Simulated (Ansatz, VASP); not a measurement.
# One calculation of K3Ca3Se, two programs

```
K Ca Se
1.0
     7.02600    0.00000    0.00000
     0.00000    7.02600    0.00000
     0.00000    0.00000    7.02600
K Ca Se
3 3 1
Cartesian
  3.5130 0.0000 0.0000
  0.0000 3.5130 0.0000
  0.0000 0.0000 3.5130
  0.0000 3.5130 3.5130
  3.5130 0.0000 3.5130
  3.5130 3.5130 0.0000
  0.0000 0.0000 0.0000
```

Change from the starting cell: species swapped into the Ca3AsBr3 type (Pm-3m, No. 221).

Alike in both runs: task relaxation of cell and atoms; functional PBE; k mesh 6 × 6 × 6; occupations gaussian, width 0.1 eV; no spin polarisation.

```csv
,VASP,Ansatz
version,VASP 6.6.1,Ansatz 0.2.0
potentials or method,"VASP PAW PBE potentials, release 64 (K_sv, Ca_sv, Se)","scalar-relativistic, plane waves, PAW"
plane-wave cutoff (eV),600,420
valence electrons in the cell,63,73
```

Ansatz gave:

| Property | Result |
| --- | --- |
| gap on the k mesh at the Fermi level, each at its own relaxed structure (eV) | none |
| relaxed volume (Å³/atom) | 52.05 |
| relaxed cell length with the largest relative difference (Å) | 7.142 |
| energy change over the relaxation (meV/atom) | -3 |

**Question.** What did VASP give for the same quantities?

**Answer.** gap on the k mesh at the Fermi level, each at its own relaxed structure (eV): none; relaxed volume (Å³/atom): 52.25; relaxed cell length with the largest relative difference (Å): 7.151; energy change over the relaxation (meV/atom): -3.

A gap of «none» marks a metal or a gap that the smearing closes. The two sets of potentials don't hold the same shells in valence.
